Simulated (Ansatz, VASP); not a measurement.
## Ta: VASP beside Ansatz

Wanted: the spread between two codes on one cell, functional and k mesh. The cell is taken from a series of runs on this material, whose earlier steps may have relaxed, scaled, displaced or heated it; both programs get it as it stands.

Calculated with Ansatz 0.2.0; plane waves, with VASP 6.6.1 beside it; elastic constants at r2SCAN.

## Step 1: The structure

The structure is cubic, space group Im-3m (No. 229). Conventional cell: a = 3.307 Å, b = 3.307 Å, c = 3.307 Å, α = 90.00°, β = 90.00°, γ = 90.00°. Nearest to Ta lie 8 Ta at 2.86 Å.

Structure file:

```xyz
1
Lattice="-1.6536 1.6536 1.6536 1.6536 -1.6536 1.6536 1.6536 1.6536 -1.6536" Properties=species:S:1:pos:R:3 pbc="T T T"
Ta    0.0000    0.0000    0.0000
```

## Step 2: VASP: elastic constants, r2SCAN

Elastic constants are differences of stresses under small strains, so they test the stress and the mesh.

Lines of VASP's logs that name or quote its potential files are left out, and so is its time.

Input file INCAR:

```
SYSTEM = Ta
PREC = Accurate
ENCUT = 550
EDIFF = 1E-08
NELM = 120
ISMEAR = 0
SIGMA = 0.1
LREAL = .FALSE.
ALGO = Normal
METAGGA = R2SCAN
LASPH = .TRUE.
NBANDS = 11
LORBIT = 11
LWAVE = .FALSE.
LCHARG = .FALSE.
ISIF = 3
IBRION = 6
NFREE = 2
POTIM = 0.015
NSW = 1
GGA_COMPAT = .FALSE.
LMIXTAU = .TRUE.
KPAR = 2
```

Input file POSCAR:

```
Ta
1.0
   -1.6535938045      1.6535938045      1.6535938045
    1.6535938045     -1.6535938045      1.6535938045
    1.6535938045      1.6535938045     -1.6535938045
Ta
1
Direct
    0.0000000000      0.0000000000      0.0000000000
```

Input file KPOINTS:

```
Automatic mesh
0
Gamma
16 16 16
0 0 0
```

The projector-augmented-wave data sets are Ta_pv (PBE family, release 64).

Started as:

```sh
$ mpirun -np 2 vasp_std
```

Numbers of over 12 decimals in the logs are rounded to 6 here.

What it wrote:

```text
[banner, memory and clock lines left out]
running    2 mpi-ranks, on    1 nodes
 distrk:  each k-point on    1 cores,    2 groups
 distr:  one band on    1 cores,    1 groups

 POSCAR found type information on POSCAR Ta
 POSCAR found :  1 types and       1 ions
|                                                                             |
|               ----> ADVICE to this user running VASP <----                  |
|                                                                             |
|     You enforced a specific xc type in the INCAR file but a different       |
|     [... a line on the potential file left out ...]
|     I HOPE YOU KNOW WHAT YOU ARE DOING!                                     |
|                                                                             |

 LDA part: xc-table for (None), standard interpolation
 POSCAR, INCAR and KPOINTS ok, starting setup
 FFT: planning ... GRIDC
 FFT: planning ... GRID_SOFT
 FFT: planning ... GRID
 WAVECAR not read
 entering main loop
       N       E                     dE             d eps       ncg     rms          rms(c)
DAV:   1     0.206193404239E+02    0.20619E+02   -0.66077E+03  3206   0.103E+03
DAV:   2    -0.508634498977E+02   -0.71483E+02   -0.69853E+02  3479   0.262E+02
DAV:   3    -0.519015819348E+02   -0.10381E+01   -0.10153E+01  3938   0.299E+01
DAV:   4    -0.519054762851E+02   -0.38944E-02   -0.38936E-02  3583   0.184E+00
DAV:   5    -0.519054884798E+02   -0.12195E-04   -0.12194E-04  3735   0.107E-01    0.142E+01
DAV:   6    -0.481029429770E+02    0.38025E+01   -0.12416E+00  3448   0.136E+01    0.556E+00
DAV:   7    -0.486624434559E+02   -0.55950E+00   -0.23745E-01  3298   0.536E+00    0.175E+00
DAV:   8    -0.482146320126E+02    0.44781E+00   -0.29797E-01  3271   0.609E+00    0.752E-01
DAV:   9    -0.485396656324E+02   -0.32503E+00   -0.46572E-02  3562   0.185E+00    0.382E-01
DAV:  10    -0.485774298245E+02   -0.37764E-01   -0.95339E-03  3304   0.955E-01    0.340E-01
DAV:  11    -0.485792768035E+02   -0.18470E-02   -0.45434E-03  3430   0.757E-01    0.149E-01
DAV:  12    -0.485807970648E+02   -0.15203E-02   -0.46852E-04  3352   0.273E-01    0.666E-02
DAV:  13    -0.485807398111E+02    0.57254E-04   -0.23172E-04  3286   0.160E-01    0.470E-02
DAV:  14    -0.485807361692E+02    0.36419E-05   -0.40156E-06  3662   0.218E-02    0.424E-02
DAV:  15    -0.485807329019E+02    0.32673E-05   -0.61352E-06  3451   0.283E-02    0.304E-02
DAV:  16    -0.485807261579E+02    0.67441E-05   -0.11088E-05  3460   0.378E-02    0.125E-02
DAV:  17    -0.485807248776E+02    0.12803E-05   -0.43854E-06  3519   0.240E-02    0.272E-03
DAV:  18    -0.485807246990E+02    0.17854E-06   -0.16847E-07  3587   0.427E-03    0.835E-04
DAV:  19    -0.485807247947E+02   -0.95697E-07   -0.49088E-08  3325   0.240E-03    0.178E-04
DAV:  20    -0.485807245688E+02    0.22589E-06   -0.95409E-09  2288   0.139E-03    0.748E-05
DAV:  21    -0.485807246858E+02   -0.11699E-06   -0.23077E-09  1610   0.543E-04    0.877E-05
DAV:  22    -0.485807246516E+02    0.34269E-07   -0.12331E-10  1613   0.146E-04    0.103E-04
DAV:  23    -0.485807246574E+02   -0.58531E-08   -0.28638E-10  1607   0.197E-04
   1 F= -.48580725E+02 E0= -.48576842E+02  d E =-.776537E-02
[... from here on, the cycles between the ionic steps are left out ...]
   2 F= -.48578571E+02 E0= -.48574887E+02  d E =-.736611E-02
   9 F= -.48579882E+02 E0= -.48576106E+02  d E =-.755373E-02
  10 F= -.48579882E+02 E0= -.48576106E+02  d E =-.755374E-02
  11 F= -.48579882E+02 E0= -.48576106E+02  d E =-.755376E-02
  12 F= -.48579882E+02 E0= -.48576106E+02  d E =-.755374E-02
  13 F= -.48579882E+02 E0= -.48576106E+02  d E =-.755375E-02
  14 F= -.48580724E+02 E0= -.48576841E+02  d E =-.776537E-02
 Finite differences progress:
  Degree of freedom:   7/  7
  Displacement:        1/  2
  Total:              13/ 14
 bond charge predicted
       N       E                     dE             d eps       ncg     rms          rms(c)
DAV:   1    -0.485553763643E+02    0.25347E-01   -0.25919E+00  3262   0.185E+01    0.152E-01
DAV:   2    -0.485802544839E+02   -0.24878E-01   -0.17898E-01  3228   0.437E+00    0.953E-02
DAV:   3    -0.485739318508E+02    0.63226E-02   -0.78210E-03  3591   0.863E-01    0.126E-02
DAV:   4    -0.485801302910E+02   -0.61984E-02   -0.67672E-03  3373   0.819E-01    0.449E-03
DAV:   5    -0.485807545810E+02   -0.62429E-03   -0.32396E-04  3321   0.198E-01    0.310E-03
DAV:   6    -0.485806902734E+02    0.64308E-04   -0.29992E-05  3470   0.664E-02    0.840E-04
DAV:   7    -0.485807212287E+02   -0.30955E-04   -0.25056E-05  3370   0.498E-02    0.562E-04
DAV:   8    -0.485807224584E+02   -0.12296E-05   -0.11734E-06  3472   0.101E-02    0.133E-04
DAV:   9    -0.485807242005E+02   -0.17422E-05   -0.78967E-08  3361   0.327E-03    0.261E-05
DAV:  10    -0.485807237443E+02    0.45624E-06   -0.46788E-08  3434   0.201E-03    0.172E-05
DAV:  11    -0.485807238524E+02   -0.10811E-06   -0.45841E-10  1637   0.247E-04    0.104E-05
DAV:  12    -0.485807237418E+02    0.11059E-06   -0.21731E-10  1631   0.158E-04    0.233E-06
DAV:  13    -0.485807237776E+02   -0.35805E-07   -0.25845E-11  1613   0.489E-05    0.124E-06
DAV:  14    -0.485807237765E+02    0.10746E-08   -0.78526E-13  1631   0.110E-05
  15 F= -.48580724E+02 E0= -.48576841E+02  d E =-.776537E-02
 Finite differences progress:
  Degree of freedom:   7/  7
  Displacement:        2/  2
  Total:              14/ 14
```

From OUTCAR (step 2):

```text
ion  position               nearest neighbor table
   1  0.000  0.000  0.000-

  LATTYP: Found a body centered cubic cell.
 ALAT       =     3.3071876090

 Subroutine GETGRP returns: Found 48 space group operations
 (whereof 48 operations were pure point group operations)

The static configuration has the point symmetry O_h .

 Found    145 irreducible k-points:

   k-points           NKPTS =    145   k-points in BZ     NKDIM =    145   number of bands    NBANDS=     11

   dimension x,y,z NGX =    24 NGY =   24 NGZ =   24
   dimension x,y,z NGXF=    48 NGYF=   48 NGZF=   48

   ENCUT  =  550.0 eV  40.42 Ry    6.36 a.u.   5.48  5.48  5.48*2*pi/ulx,y,z

   NELECT =      11.0000    total number of electrons

 k-points in reciprocal lattice and weights: Automatic mesh
   0.00000000  0.00000000  0.00000000       0.000
   0.06250000  0.00000000  0.00000000       0.003
   0.12500000  0.00000000  0.00000000       0.003
   0.18750000  0.00000000  0.00000000       0.003
   0.25000000  0.00000000  0.00000000       0.003
   0.31250000  0.00000000  0.00000000       0.003
   0.37500000  0.00000000  0.00000000       0.003
   0.43750000  0.00000000  0.00000000       0.003
   0.50000000  0.00000000  0.00000000       0.001
[...]
0.50000000  0.50000000  0.43750000       0.003
   0.50000000  0.50000000  0.50000000       0.000

 average (electrostatic) potential at core
       1 -42.1957

 E-fermi :   5.2695

 k-point     1 :       0.0000    0.0000    0.0000
  band No.  band energies     occupation
      1     -28.9571      2.00000
      2     -28.9571      2.00000
      3     -28.9571      2.00000
      4      -3.0219      2.00000
      5       6.1306      0.00000
      6       6.1306      0.00000
      7       6.1306      0.00000
      8       9.6012      0.00000
      9       9.6012      0.00000
    ...

 k-point     2 :       0.0625    0.0000    0.0000
  band No.  band energies     occupation
      1     -29.0076      2.00000
      2     -28.9724      2.00000
      3     -28.9574      2.00000
      4      -2.8403      2.00000
      5       6.0106      0.00000
      6       6.0934      0.00000
      7       6.3068      0.00000
      8       9.4066      0.00000
      9       9.6002      0.00000
    ...

 k-point     3 :       0.1250    0.0000    0.0000
  band No.  band energies     occupation
      1     -29.1495      2.00000
      2     -29.0159      2.00000
      3     -28.9582      2.00000
      4      -2.3190      2.00000
      5       5.6871      0.00000
      6       5.9318      0.00000
      7       6.8283      0.00000
      8       9.0372      0.00000
      9       9.6102      0.00000
    ...

  Total        0.0685295      0.0685295      0.0685295     -0.0000000     -0.0000000     -0.0000000
  in kB        6.0707406      6.0707406      6.0707406     -0.0000000     -0.0000000     -0.0000000
  external PRESSURE =       6.0707406 kB  Pullay stress =       0.0000000 kB

  energy-cutoff  :      550.00
  volume of cell :       18.09
      direct lattice vectors                 reciprocal lattice vectors
    -1.653593805  1.653593805  1.653593805     0.000000000  0.302371718  0.302371718
     1.653593805 -1.653593805  1.653593805     0.302371718  0.000000000  0.302371718
     1.653593805  1.653593805 -1.653593805     0.302371718  0.302371718  0.000000000

 POSITION                                       TOTAL-FORCE (eV/Angst)
 -----------------------------------------------------------------------------------
     -0.01500      0.00000      0.00000        -0.000000      0.000000     -0.000000
 -----------------------------------------------------------------------------------
    total drift:                               -0.000005     -0.000000     -0.000000

  FREE ENERGIE OF THE ION-ELECTRON SYSTEM (eV)
  ---------------------------------------------------
  free  energy   TOTEN  =       -48.5807237765 eV

  energy  without entropy=      -48.5729584086  energy(sigma->0) =      -48.57684109

  SYMMETRIZED ELASTIC MODULI (kBar)
 Direction    XX          YY          ZZ          XY          YZ          ZX
 --------------------------------------------------------------------------------
 XX        2621.6006   1728.3942   1728.3942     -0.0000      0.0000     -0.0000
 YY        1728.3942   2621.6006   1728.3942     -0.0000      0.0000     -0.0000
 ZZ        1728.3942   1728.3942   2621.6006      0.0000     -0.0000     -0.0000
 XY          -0.0000     -0.0000      0.0000    680.1395      0.0000      0.0000
 YZ           0.0000      0.0000     -0.0000      0.0000    680.1395      0.0000
 ZX          -0.0000     -0.0000     -0.0000      0.0000      0.0000    680.1395
 --------------------------------------------------------------------------------

 Eigenvectors and eigenvalues of the dynamical matrix
 ----------------------------------------------------

   1 f/i=    0.000000 THz     0.000000 2PiTHz    0.000000 cm-1     0.000000 meV
             X         Y         Z           dx          dy          dz
      0.000000  0.000000  0.000000     0.759755   -0.650209    0.000000

   2 f/i=    0.000000 THz     0.000000 2PiTHz    0.000000 cm-1     0.000000 meV
             X         Y         Z           dx          dy          dz
      0.000000  0.000000  0.000000    -0.650209   -0.759755    0.000000

   3 f/i=    0.000000 THz     0.000000 2PiTHz    0.000000 cm-1     0.000000 meV
             X         Y         Z           dx          dy          dz
      0.000000  0.000000  0.000000     0.000000    0.000000    1.000000

 ELASTIC MODULI CONTR FROM IONIC RELAXATION (kBar)
 Direction    XX          YY          ZZ          XY          YZ          ZX
 --------------------------------------------------------------------------------
 XX           0.0000      0.0000      0.0000      0.0000      0.0000      0.0000
 YY           0.0000      0.0000      0.0000      0.0000      0.0000      0.0000
 ZZ           0.0000      0.0000      0.0000      0.0000      0.0000      0.0000
 XY           0.0000      0.0000      0.0000      0.0000      0.0000      0.0000
 YZ           0.0000      0.0000      0.0000      0.0000      0.0000      0.0000
 ZX           0.0000      0.0000      0.0000      0.0000      0.0000      0.0000
 --------------------------------------------------------------------------------

 TOTAL ELASTIC MODULI (kBar)
 Direction    XX          YY          ZZ          XY          YZ          ZX
 --------------------------------------------------------------------------------
 XX        2621.6006   1728.3942   1728.3942     -0.0000      0.0000     -0.0000
 YY        1728.3942   2621.6006   1728.3942     -0.0000      0.0000     -0.0000
 ZZ        1728.3942   1728.3942   2621.6006      0.0000     -0.0000     -0.0000
 XY          -0.0000     -0.0000      0.0000    680.1395      0.0000      0.0000
 YZ           0.0000      0.0000     -0.0000      0.0000    680.1395      0.0000
 ZX          -0.0000     -0.0000     -0.0000      0.0000      0.0000    680.1395
 --------------------------------------------------------------------------------

 total charge
# of ion       s       p       d       tot
------------------------------------------
    1        0.382   6.184   2.368   8.934

[... 3 further parts left out ...]
```

CONTCAR:

```
Ta
   1.00000000000000
    -1.6535938045000000    1.6535938045000000    1.6535938045000000
     1.6535938045000000   -1.6535938045000000    1.6535938045000000
     1.6535938045000000    1.6535938045000000   -1.6535938045000000
  Ta
     1
Direct
     0.0000000000000000   -0.0045355757741653   -0.0045355757741653
```

This run has no spin polarisation. Its electron count is odd, so without a moment it is a metal by construction.

Levels, forces or a CONTCAR printed for this step are those of its last displaced cell, not of the structure at rest.

(Continued in part 2 of 2.)

[Lines on the potential files, build, host, timing and source positions are cut from VASP's logs without a mark.]

[Logs are printed without paths, hosts, clocks, repeated set-up lines and the standing remarks that a program may print on its own settings, such as how far it seeks lower states.]

[Hosts, paths, dates, database ids (printed as entryN), source tags and the programs' standing remarks are cut or masked in the printed files.]
